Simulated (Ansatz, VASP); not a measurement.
## Cross-check of SnTe between VASP and Ansatz

Wanted: the spread between two codes on one cell, functional and k mesh. The cell is taken from a series of runs on this material, whose earlier steps may have relaxed, scaled, displaced or heated it; both programs get it as it stands.

Method: plane waves, with VASP 6.6.1 beside it; zone-centre phonons at LDA, in Ansatz 0.2.0.

### Step 1. Starting point

Symmetry: I4/mmm, No. 139, tetragonal system. Conventional cell: a = 4.408 Å, b = 4.408 Å, c = 6.298 Å, α = 90.00°, β = 90.00°, γ = 90.00°. Nearest to Sn lie 6 Te at 3.12 to 3.15 Å. Nearest to Te lie 6 Sn at 3.12 to 3.15 Å. Farther neighbours and most contacts between anions are not listed.

### Step 2. VASP: zone-centre phonons, LDA

Second derivatives magnify differences that forces hide, and they need a tight electronic threshold.

Lines of VASP's logs that name or quote its potential files are left out, and so is its time.

Input file INCAR:

```
SYSTEM = SnTe
PREC = Accurate
ENCUT = 500
EDIFF = 1E-08
NELM = 120
ISMEAR = 0
SIGMA = 0.01
LREAL = .FALSE.
ALGO = Normal
GGA = CA
NBANDS = 16
LORBIT = 11
LWAVE = .FALSE.
LCHARG = .FALSE.
ISIF = 2
IBRION = 8
LASPH = .TRUE.
GGA_COMPAT = .FALSE.
EFERMI = MIDGAP
KPAR = 2
```

Input file POSCAR:

```
SnTe
1.0
    0.0000000000      3.1171883668      3.1490236803
    3.1171883668      0.0000000000      3.1490236803
    3.1171883668      3.1171883668      0.0000000000
Sn Te
1 1
Direct
    0.0000000000      0.0000000000      0.0000000000
    0.5000000000      0.5000000000      0.5000000000
```

Input file KPOINTS:

```
Automatic mesh
0
Gamma
12 12 12
0 0 0
```

Potentials, in the order of the species: Sn_d and Te (LDA family, release 64).

Run with:

```console
$ mpirun -np 2 vasp_std
```

Numbers of over 12 decimals in the logs are rounded to 6 here.

The program printed:

```text
[banner, memory and clock lines left out]
running    2 mpi-ranks, on    1 nodes
 distrk:  each k-point on    1 cores,    2 groups
 distr:  one band on    1 cores,    1 groups

 POSCAR found type information on POSCAR SnTe
 POSCAR found :  2 types and       2 ions
 LDA part: xc-table for (Slater(with rela. corr.)+CA(PZ))
 , standard interpolation
 POSCAR, INCAR and KPOINTS ok, starting setup
 FFT: planning ... GRIDC
 FFT: planning ... GRID_SOFT
 FFT: planning ... GRID
 WAVECAR not read
 entering main loop
       N       E                     dE             d eps       ncg     rms          rms(c)
DAV:   1     0.122586654230E+03    0.12259E+03   -0.94845E+03  5272   0.140E+03
DAV:   2     0.150060212015E+01   -0.12109E+03   -0.11811E+03  5720   0.348E+02
DAV:   3    -0.860271111650E+01   -0.10103E+02   -0.10058E+02  6584   0.878E+01
DAV:   4    -0.887738655664E+01   -0.27468E+00   -0.27463E+00  6320   0.159E+01
DAV:   5    -0.888959473894E+01   -0.12208E-01   -0.12208E-01  7768   0.310E+00    0.484E+00
DAV:   6    -0.883570380754E+01    0.53891E-01   -0.11371E-01  7544   0.243E+00    0.305E+00
DAV:   7    -0.883116275950E+01    0.45410E-02   -0.40511E-02  6848   0.109E+00    0.704E-01
DAV:   8    -0.883025659761E+01    0.90616E-03   -0.64890E-03  6704   0.661E-01    0.143E-01
DAV:   9    -0.883028481061E+01   -0.28213E-04   -0.56797E-04  7480   0.216E-01    0.504E-02
DAV:  10    -0.883026595108E+01    0.18860E-04   -0.60178E-05  7024   0.683E-02    0.249E-02
DAV:  11    -0.883026556166E+01    0.38942E-06   -0.25410E-05  6936   0.388E-02    0.184E-02
DAV:  12    -0.883026519201E+01    0.36965E-06   -0.24524E-06  6704   0.115E-02    0.106E-02
DAV:  13    -0.883026516986E+01    0.22150E-07   -0.15713E-07  6792   0.234E-03    0.554E-03
DAV:  14    -0.883026514471E+01    0.25157E-07   -0.73024E-08  6760   0.341E-03    0.229E-03
DAV:  15    -0.883026514408E+01    0.62300E-09   -0.17909E-08  5144   0.654E-04
   1 F= -.88302651E+01 E0= -.88302651E+01  d E =-.155003E-43
 Linear response reoptimize wavefunctions to high precision
DAV:   1    -0.883026514403E+01    0.53205E-10   -0.14413E-09  4392   0.264E-04
DAV:   2    -0.883026514403E+01   -0.45475E-11   -0.17461E-10  3600   0.981E-05
 Linear response DOF=           4
 Linear response progress:
  Degree of freedom:   1/  4
       N       E                     dE             d eps       ncg     rms          rms(c)
RMM:   1    -0.217752308315E+00   -0.21775E+00    0.32692E-01 10848   0.106E+01
RMM:   2    -0.223110381338E+00   -0.53581E-02   -0.12028E-02 15763   0.879E-01    0.848E-02
RMM:   3    -0.222966568525E+00    0.14381E-03   -0.93628E-04 17408   0.244E-01    0.448E-02
RMM:   4    -0.222703786327E+00    0.26278E-03   -0.86161E-05 17360   0.739E-02    0.802E-03
RMM:   5    -0.222701975429E+00    0.18109E-05   -0.76358E-06 17896   0.225E-02    0.380E-03
RMM:   6    -0.222708043825E+00   -0.60684E-05   -0.13024E-06 17671   0.785E-03    0.137E-03
RMM:   7    -0.222708147398E+00   -0.10357E-06   -0.32949E-07 18173   0.309E-03    0.772E-04
RMM:   8    -0.222705924024E+00    0.22234E-05    0.87148E-08 17636   0.135E-03    0.181E-04
RMM:   9    -0.222705714803E+00    0.20922E-06    0.32359E-07 18654   0.616E-04    0.200E-04
RMM:  10    -0.222705595455E+00    0.11935E-06    0.48239E-07 18754   0.296E-04    0.195E-04
RMM:  11    -0.222705641236E+00   -0.45781E-07    0.44753E-07 19120   0.156E-04    0.396E-04
RMM:  12    -0.222705330723E+00    0.31051E-06    0.18313E-07 16800   0.918E-05    0.114E-04
RMM:  13    -0.222705176504E+00    0.15422E-06    0.11471E-07 18414   0.561E-05    0.806E-06
RMM:  14    -0.222705136456E+00    0.40047E-07    0.36427E-08 18968   0.318E-05    0.311E-05
RMM:  15    -0.222705120088E+00    0.16369E-07    0.26362E-08 18089   0.213E-05    0.166E-05
RMM:  16    -0.222705126179E+00   -0.60912E-08    0.83424E-09 16701   0.158E-05    0.177E-06
 first order change of Fermi-energy   0.17211E-03
 force on displaced ion       1 direction 1 :  -0.249   0.000   0.000
 Linear response progress:
  Degree of freedom:   2/  4
       N       E                     dE             d eps       ncg     rms          rms(c)
RMM:   1    -0.217592370569E+00   -0.21759E+00    0.33500E-01  6317   0.106E+01
RMM:   2    -0.223010445697E+00   -0.54181E-02   -0.11961E-02  9128   0.876E-01    0.785E-02
RMM:   3    -0.222890461279E+00    0.11998E-03   -0.92807E-04 10036   0.242E-01    0.411E-02
RMM:   4    -0.222647891659E+00    0.24257E-03   -0.80638E-05 10057   0.718E-02    0.825E-03
RMM:   5    -0.222641882344E+00    0.60093E-05   -0.75062E-06 10424   0.221E-02    0.379E-03
RMM:   6    -0.222646393081E+00   -0.45107E-05   -0.12094E-06 10235   0.762E-03    0.143E-03
RMM:   7    -0.222646910405E+00   -0.51732E-06   -0.31448E-07 10555   0.300E-03    0.700E-04
RMM:   8    -0.222644290796E+00    0.26196E-05    0.19339E-07 10119   0.133E-03    0.136E-04
RMM:   9    -0.222644289238E+00    0.15588E-08    0.26887E-07 10819   0.593E-04    0.164E-04
RMM:  10    -0.222644237983E+00    0.51254E-07    0.29710E-07 11012   0.283E-04    0.203E-04
RMM:  11    -0.222644175694E+00    0.62289E-07    0.28474E-07 10705   0.153E-04    0.335E-04
RMM:  12    -0.222643973072E+00    0.20262E-06    0.16185E-07 10105   0.816E-05    0.127E-04
RMM:  13    -0.222643662303E+00    0.31077E-06    0.93562E-08 10094   0.582E-05    0.156E-04
RMM:  14    -0.222643537501E+00    0.12480E-06    0.36805E-08 10566   0.374E-05    0.228E-04
RMM:  15    -0.222643608395E+00   -0.70894E-07    0.16256E-08 10638   0.243E-05    0.106E-04
RMM:  16    -0.222643691495E+00   -0.83100E-07    0.56837E-09 10446   0.185E-05    0.798E-06
RMM:  17    -0.222643705730E+00   -0.14235E-07    0.35585E-09  9931   0.130E-05    0.110E-05
RMM:  18    -0.222643703335E+00    0.23952E-08    0.27458E-09  6430   0.107E-05    0.109E-05
 first order change of Fermi-energy  -0.10061E-03
 force on displaced ion       1 direction 3 :   0.000   0.000  -0.029
 Linear response progress:
  Degree of freedom:   3/  4
       N       E                     dE             d eps       ncg     rms          rms(c)
RMM:   1    -0.479886727329E-01   -0.47989E-01    0.64320E-02 19244   0.885E-01
RMM:   2    -0.484495733622E-01   -0.46090E-03   -0.20340E-03 16853   0.221E-01    0.680E-02
RMM:   3    -0.485999431393E-01   -0.15037E-03   -0.16544E-04 17047   0.636E-02    0.493E-02
RMM:   4    -0.488284054013E-01   -0.22846E-03   -0.25940E-05 16841   0.317E-02    0.570E-03
RMM:   5    -0.488351189181E-01   -0.67135E-05   -0.10401E-06 17389   0.766E-03    0.302E-03
RMM:   6    -0.488355149683E-01   -0.39605E-06   -0.90407E-08 16954   0.218E-03    0.711E-04
RMM:   7    -0.488339879305E-01    0.15270E-05    0.31177E-10 17375   0.457E-04    0.122E-04
RMM:   8    -0.488341667388E-01   -0.17881E-06    0.40878E-08 16797   0.149E-04    0.400E-05
RMM:   9    -0.488341413425E-01    0.25396E-07    0.22485E-07 18294   0.493E-05    0.198E-05
RMM:  10    -0.488341736161E-01   -0.32274E-07    0.37786E-07 18452   0.155E-05    0.299E-06
RMM:  11    -0.488341539633E-01    0.19653E-07    0.24317E-08 16902   0.686E-06    0.117E-06
RMM:  12    -0.488341532097E-01    0.75360E-09   -0.83710E-09 12407   0.446E-06    0.514E-07
 first order change of Fermi-energy  -0.25717E-03
 force on displaced ion       2 direction 1 :  -0.223   0.000   0.000
 Linear response progress:
  Degree of freedom:   4/  4
       N       E                     dE             d eps       ncg     rms          rms(c)
RMM:   1    -0.479769161277E-01   -0.47977E-01    0.63326E-02 11098   0.868E-01
RMM:   2    -0.484402464956E-01   -0.46333E-03   -0.20093E-03  9798   0.219E-01    0.634E-02
RMM:   3    -0.485900027338E-01   -0.14976E-03   -0.16981E-04  9887   0.629E-02    0.461E-02
RMM:   4    -0.488101774820E-01   -0.22017E-03   -0.24504E-05  9793   0.302E-02    0.556E-03
RMM:   5    -0.488190967656E-01   -0.89193E-05   -0.10015E-06 10097   0.736E-03    0.290E-03
RMM:   6    -0.488187831005E-01    0.31367E-06   -0.93210E-08  9834   0.209E-03    0.704E-04
RMM:   7    -0.488173954816E-01    0.13876E-05   -0.98102E-09 10065   0.437E-04    0.120E-04
RMM:   8    -0.488175195732E-01   -0.12409E-06   -0.99301E-08  9763   0.139E-04    0.389E-05
RMM:   9    -0.488174752331E-01    0.44340E-07    0.23225E-07 10570   0.462E-05    0.199E-05
RMM:  10    -0.488175124007E-01   -0.37168E-07    0.37369E-07 10705   0.138E-05    0.267E-06
RMM:  11    -0.488174917465E-01    0.20654E-07    0.23527E-08  9569   0.612E-06    0.125E-06
RMM:  12    -0.488174908967E-01    0.84980E-09   -0.12803E-09  6957   0.395E-06    0.544E-07
 first order change of Fermi-energy   0.20216E-03
 force on displaced ion       2 direction 3 :   0.000   0.000  -0.008
 Linear response finished
```

From OUTCAR (step 2):

```text
ion  position               nearest neighbor table
   1  0.000  0.000  0.000-   2 3.12   2 3.12   2 3.12   2 3.12   2 3.15   2 3.15
   2  0.500  0.500  0.500-   1 3.12   1 3.12   1 3.12   1 3.12   1 3.15   1 3.15

  LATTYP: Found a body centered tetragonal cell.
 ALAT       =     4.4083700648
 C/A-ratio  =     1.4286566844

 Subroutine GETGRP returns: Found 16 space group operations
 (whereof 16 operations were pure point group operations)

The static configuration has the point symmetry D_4h.

 Found    163 irreducible k-points:

   k-points           NKPTS =    163   k-points in BZ     NKDIM =    163   number of bands    NBANDS=     16

   dimension x,y,z NGX =    32 NGY =   32 NGZ =   32
   dimension x,y,z NGXF=    64 NGYF=   64 NGZF=   64

   ENCUT  =  500.0 eV  36.75 Ry    6.06 a.u.   8.08  8.08  8.04*2*pi/ulx,y,z

   NELECT =      20.0000    total number of electrons

 k-points in reciprocal lattice and weights: Automatic mesh
   0.00000000  0.00000000  0.00000000       0.001
   0.08333333  0.00000000  0.00000000       0.005
   0.16666667  0.00000000  0.00000000       0.005
   0.25000000  0.00000000  0.00000000       0.005
   0.33333333 -0.00000000  0.00000000       0.005
   0.41666667  0.00000000  0.00000000       0.005
   0.50000000  0.00000000  0.00000000       0.002
   0.08333333  0.08333333  0.00000000       0.001
   0.16666667  0.08333333  0.00000000       0.005
[...]
-0.33333333  0.16666667  0.50000000       0.002
  -0.25000000  0.25000000  0.50000000       0.001

 average (electrostatic) potential at core
       1-100.1523       2 -88.4900

  Total        0.0246696      0.0246696     -0.5037020      0.0000000      0.0000000     -0.0000000
  in kB        0.6458639      0.6458639    -13.1871905      0.0000000      0.0000000     -0.0000000
  external PRESSURE =      -3.9651542 kB  Pullay stress =       0.0000000 kB

  energy-cutoff  :      500.00
  volume of cell :       61.20
      direct lattice vectors                 reciprocal lattice vectors
     0.000000000  3.117188367  3.149023680    -0.160400958  0.160400958  0.158779371
     3.117188367  0.000000000  3.149023680     0.160400958 -0.160400958  0.158779371
     3.117188367  3.117188367  0.000000000     0.160400958  0.160400958 -0.158779371

 POSITION                                       TOTAL-FORCE (eV/Angst)
 -----------------------------------------------------------------------------------
      0.00000      0.00000      0.00000        -0.000000      0.000000     -0.000000
      3.11719      3.11719      3.14902         0.000000     -0.000000      0.000000
 -----------------------------------------------------------------------------------
    total drift:                                0.000000     -0.000000     -0.000000

 Eigenvectors and eigenvalues of the dynamical matrix
 ----------------------------------------------------

   1 f  =    0.969596 THz     6.092149 2PiTHz   32.342230 cm-1     4.009924 meV
             X         Y         Z           dx          dy          dz
      0.000000  0.000000  0.000000     0.000000    0.738558    0.000000
      3.117188  3.117188  3.149024     0.000000   -0.674190    0.000000

   2 f  =    0.969596 THz     6.092149 2PiTHz   32.342230 cm-1     4.009924 meV
             X         Y         Z           dx          dy          dz
      0.000000  0.000000  0.000000    -0.738558    0.000000    0.000000
      3.117188  3.117188  3.149024     0.674190   -0.000000    0.000000

   3 f  =    0.284370 THz     1.786750 2PiTHz    9.485565 cm-1     1.176060 meV
             X         Y         Z           dx          dy          dz
      0.000000  0.000000  0.000000     0.000000    0.000000    0.869390
      3.117188  3.117188  3.149024     0.000000    0.000000   -0.494127

   4 f/i=    0.026652 THz     0.167459 2PiTHz    0.889012 cm-1     0.110223 meV
             X         Y         Z           dx          dy          dz
      0.000000  0.000000  0.000000     0.515146   -0.434921    0.000000
      3.117188  3.117188  3.149024     0.564330   -0.476445    0.000000

   5 f/i=    0.026652 THz     0.167459 2PiTHz    0.889012 cm-1     0.110223 meV
             X         Y         Z           dx          dy          dz
      0.000000  0.000000  0.000000    -0.434921   -0.515146    0.000000
      3.117188  3.117188  3.149024    -0.476445   -0.564330    0.000000

   6 f/i=    0.072768 THz     0.457217 2PiTHz    2.427293 cm-1     0.300946 meV
             X         Y         Z           dx          dy          dz
      0.000000  0.000000  0.000000     0.000000    0.000000   -0.494127
      3.117188  3.117188  3.149024     0.000000    0.000000   -0.869390

 ELASTIC MODULI CONTR FROM IONIC RELAXATION (kBar)
 Direction    XX          YY          ZZ          XY          YZ          ZX
 --------------------------------------------------------------------------------
 XX           0.0000      0.0000      0.0000      0.0000      0.0000      0.0000
 YY           0.0000      0.0000      0.0000      0.0000      0.0000      0.0000
 ZZ           0.0000      0.0000      0.0000      0.0000      0.0000      0.0000
 XY           0.0000      0.0000      0.0000      0.0000      0.0000      0.0000
 YZ           0.0000      0.0000      0.0000      0.0000      0.0000      0.0000
 ZX           0.0000      0.0000      0.0000      0.0000      0.0000      0.0000
 --------------------------------------------------------------------------------
```

(Continued in part 2 of 2.)

[Lines on the potential files, build, host, timing and source positions are cut from VASP's logs without a mark.]

[Logs are printed without paths, hosts, clocks, repeated set-up lines and the standing remarks that a program may print on its own settings, such as how far it seeks lower states.]

[Hosts, paths, dates, database ids (printed as entryN), source tags and the programs' standing remarks are cut or masked in the printed files.]
